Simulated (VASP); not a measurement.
Method: PBEsol GGA, VASP's PBE PAW potentials (set 64) (plane waves; VASP).

The input files of a VASP run:

### POSCAR
```
BBi
1
   -0.0000000000     2.6038244954     2.6038244954
    2.6038244954     0.0000000000     2.6038244954
    2.6038244954     2.6038244954     0.0000000000
B Bi
1 1
Direct
  0.0000000000   0.0000000000   0.0000000000
  0.5000000000   0.5000000000   0.5000000000
```

KPOINTS:
```
K-points
0
Gamma
  11 11 11
```

**INCAR**
```
# general
SYSTEM =BBi
PREC   =Accurate
ENCUT  =520   # plane-wave cut-off (eV)
LREAL  =.FALSE.   # projection in real space or not
LASPH  =.TRUE.   # aspherical one-centre terms

# electronic loop
EDIFF  =1E-6   # SCF stop (eV)
NELM   =100   # most electronic steps
ALGO   =Normal
LMAXMIX=4   # l cut-off of mixed one-centre charges

# smearing
ISMEAR =1   # Methfessel-Paxton
SIGMA  =0.1   # width (eV)

# functional
GGA    =PS   # PBEsol

# ions
IBRION =2
NSW    =60   # most ionic steps
ISIF   =3
EDIFFG =-0.01   # ionic stop

# output
LWAVE  =.FALSE.
LCHARG =.FALSE.
```

POTCAR, in this order: B Bi_d (PBE.64 set). Program: vasp_std.

Output

File OSZICAR:
```
       N       E                     dE             d eps       ncg     rms          rms(c)
DAV:   1     0.122972315522E+03    0.12297E+03   -0.10303E+04  1456   0.170E+03
DAV:   2    -0.218206964205E+01   -0.12515E+03   -0.12262E+03  1571   0.370E+02
DAV:   3    -0.922157890366E+01   -0.70395E+01   -0.68669E+01  1846   0.909E+01
DAV:   4    -0.938706385558E+01   -0.16548E+00   -0.16537E+00  1846   0.149E+01
DAV:   5    -0.939138998881E+01   -0.43261E-02   -0.43259E-02  1865   0.205E+00    0.259E+00
DAV:   6    -0.905986046580E+01    0.33153E+00   -0.75608E-01  1894   0.810E+00    0.924E-01
DAV:   7    -0.905152952292E+01    0.83309E-02   -0.10692E-01  1826   0.206E+00    0.456E-01
DAV:   8    -0.904996483284E+01    0.15647E-02   -0.70910E-03  1757   0.123E+00    0.702E-02
DAV:   9    -0.904965420438E+01    0.31063E-03   -0.93132E-04  1985   0.392E-01    0.268E-02
DAV:  10    -0.904964887137E+01    0.53330E-05   -0.15342E-04  1792   0.152E-01    0.976E-03
DAV:  11    -0.904964886977E+01    0.15968E-08   -0.20818E-05  2044   0.574E-02    0.463E-03
DAV:  12    -0.904964762577E+01    0.12440E-05   -0.25588E-06  1399   0.192E-02    0.534E-04
DAV:  13    -0.904964764539E+01   -0.19617E-07   -0.22765E-07   913   0.343E-03
   1 F= -.90496476E+01 E0= -.90498875E+01  d E =-.904965E+01
```

OUTCAR:
```
------------------------ aborting loop because EDIFF is reached ----------------------------------------
  FORCE on cell =-STRESS in cart. coord.  units (eV):
  Direction    XX          YY          ZZ          XY          YZ          ZX
  --------------------------------------------------------------------------------------
  Total       -0.0170026     -0.0170026     -0.0170026     -0.0000000     -0.0000000      0.0000000
  in kB       -0.7715423     -0.7715423     -0.7715423     -0.0000000     -0.0000000      0.0000000
  external PRESSURE =      -0.7715423 kB  Pullay stress =       0.0000000 kB
  volume of cell :       35.31
      direct lattice vectors                 reciprocal lattice vectors
     0.000000000  2.603824495  2.603824495    -0.192025231  0.192025231  0.192025231
     2.603824495  0.000000000  2.603824495     0.192025231 -0.192025231  0.192025231
     2.603824495  2.603824495  0.000000000     0.192025231  0.192025231 -0.192025231
 POSITION                                       TOTAL-FORCE (eV/Angst)
 -----------------------------------------------------------------------------------
      0.00000      0.00000      0.00000         0.000000     -0.000000      0.000000
      2.60382      2.60382      2.60382         0.000000      0.000000     -0.000000
 -----------------------------------------------------------------------------------
    total drift:                                0.000000      0.000000      0.000000
  FREE ENERGIE OF THE ION-ELECTRON SYSTEM (eV)
  ---------------------------------------------------
  free  energy   TOTEN  =        -9.0496476454 eV

  energy  without entropy=       -9.0503671163  energy(sigma->0) =       -9.04988747

 reached required accuracy - stopping structural energy minimisation
```
(Selected blocks of OUTCAR.)

The structure was generated: BBi was put into the rock salt type (Fm-3m), which need not be its known phase. It was relaxed first, which changed the volume by +12 %. The start is the result of an earlier pass.
